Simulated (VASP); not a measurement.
Data:

```yaml
crystal:
  lattice:
    - [4.15596, 0.00000, 0.00000]
    - [0.00000, 4.15596, 0.00000]
    - [0.00000, 0.00000, 4.15596]
  atoms:
    - { symbol: Cs, position: [0.00000, 0.00000, 0.00000] }
    - { symbol: Cl, position: [0.50000, 0.50000, 0.50000] }
```

These are TPSS meta-GGA, VASP's PBE PAW potentials (set 64) (plane waves; VASP 6.6.1) values and carry that method's errors. Numerical set-up: 520 eV cut-off, 6×6×6 Γ-centred mesh, Gaussian smearing of 0.050 eV, potentials Cs_sv Cl.

Unless said otherwise, spin-orbit coupling is left out, though it shifts the bands of the heavy elements here.

**Question.** What does the run give for the energy per atom (σ→0), band gap (on the k-mesh) with the smallest direct gap where there is one?

**Answer.** 
```json
{
  "band gap (on the k-mesh)": "5.51 eV",
  "smallest direct gap (on the k-mesh)": "5.51 eV",
  "energy per atom (σ→0)": "-10.008 eV/atom"
}
```

Total energies compare only between runs with the same potentials, cut-off and functional.

The compound is CsCl in the CsCl type structure. This cell is one point of a volume scan, at 0.97 of the reference volume.
